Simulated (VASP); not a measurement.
Crystal: CaO.

```
Ca O
1.0
     0.00000    2.40750    2.40750
     2.40750    0.00000    2.40750
     2.40750    2.40750    0.00000
Ca O
1 1
Direct
  0.00000 0.00000 0.00000
  0.50000 0.50000 0.50000
```

The cell was built by a generator and isn't the measured one.

Base run:

| Property | Result |
| --- | --- |
| Program | VASP 6.6.1 |
| Functional | r2SCAN |
| Potentials or basis | VASP PAW PBE potentials, release 64 (Ca_sv, O) |
| Cutoff | 520 eV |
| k mesh | 8 × 8 × 8 |
| Occupations | fermi-dirac, width 0.05 eV |
| Spin | no spin polarisation |

Its results: band gap on the k mesh 4.19 eV, indirect (least direct gap 4.57 eV); pressure -0.4 GPa.

Problem. The run is repeated on the same cell with these changes: functional from r2SCAN to HSE06. What comes out?

Solution. Band gap on the k mesh 5.32 eV, indirect (least direct gap 5.74 eV); pressure -0.5 GPa.

HSE06 gives the wider gap, since exact exchange removes part of the self-interaction.

Caveats: the PAW data sets were made with another functional, which shifts forces and pressure a little.

A k mesh can miss the band edges.

Not every run made on this cell is shown here.
